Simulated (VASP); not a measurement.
Here is the system:

```yaml
crystal:
  lattice:
    - [12.48513, -2.23161, 0.25489]
    - [12.48513, 2.23161, 0.25489]
    - [12.00794, 0.00000, 4.09058]
  atoms:
    - { symbol: Bi, position: [0.38899, 0.38899, 0.38899] }
    - { symbol: Bi, position: [0.61101, 0.61101, 0.61101] }
    - { symbol: Te, position: [0.00000, 0.00000, 0.00000] }
    - { symbol: Te, position: [0.23141, 0.23141, 0.23141] }
    - { symbol: Te, position: [0.76859, 0.76859, 0.76859] }
```

These are revPBE GGA, VASP's PBE PAW potentials (set 64) (plane waves; VASP) values and carry that method's errors. Run with 520 eV cut-off, 7×7×7 Γ-centred mesh, tetrahedra with Blöchl corrections, potentials Bi_d Te.

Without a dispersion term in the relaxation, distances and binding between the weakly bound layers, chains or molecules are unreliable, and so is what depends on them.

Problem. Estimate the energy per atom (σ→0).

Solution. 
| Item | Result |
|---|---|
| energy per atom (σ→0) | -3.392 eV/atom |

Total energies compare only between runs with the same potentials, cut-off and functional.

The compound is Bi2Te3 in the tetradymite structure. It was relaxed first, which changed the volume by +27 %.
